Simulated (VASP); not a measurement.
An input for Ansatz (written as the equivalent of a VASP run, and not itself run):

Ansatz 0.2 input:
```yaml
crystal:
  lattice:
    - [0.0000000, 3.2020512, 3.2020512]
    - [3.2020512, 0.0000000, 3.2020512]
    - [3.2020512, 3.2020512, 0.0000000]
  atoms:
    - { symbol: Hf, position: [0.0000000, 0.0000000, 0.0000000] }
    - { symbol: Sb, position: [0.2500000, 0.2500000, 0.2500000] }
kpoints:
  mp_grid: { grid: [11, 11, 11] }
hamiltonian:
  xc: pbesol
  pseudopotentials: { kind: paw }
scf:
  occupations: { method: tetrahedron }
  max_iter: 100
output: { forces: true, stress: true, eigenvalues: true }
```

**Question.** Write the VASP files for the same calculation (PBEsol).

**Answer.** One answer among several that fit: 
**INCAR**
```
SYSTEM = HfSb
PREC = Accurate; ENCUT = 400; LREAL = .FALSE.
LASPH = .TRUE.
EDIFF = 1E-7; NELM = 100; ALGO = Normal
LMAXMIX = 6
ISMEAR = -5
GGA = PS
ISIF = 2
LWAVE = .FALSE.; LCHARG = .TRUE.; LORBIT = 11
NEDOS = 601
```

File KPOINTS:
```
K-points
0
gamma
  11 11 11
```

**POSCAR**
```
HfSb
1
   -0.0000000000     3.2020512126     3.2020512126
    3.2020512126    -0.0000000000     3.2020512126
    3.2020512126     3.2020512126     0.0000000000
Hf Sb
1 1
Direct
  0.0000000000   0.0000000000   0.0000000000
  0.2500000000   0.2500000000   0.2500000000
```

POTCAR, in this order: Hf_pv Sb (PBE.64 set). Program: vasp_std.

Limits of the translation: each code has its own PAW files, so the cut-off isn't converted (ENCUT is set for VASP's; basis.ecutwfc is left out, and Ansatz then takes the one that its files recommend); Ansatz stops its SCF on the density residual and VASP on the energy change (EDIFF).

The structure was generated: HfSb was put into the zinc blende type (F-43m), which need not be its known phase. It was relaxed first, which changed the volume by -31 %.
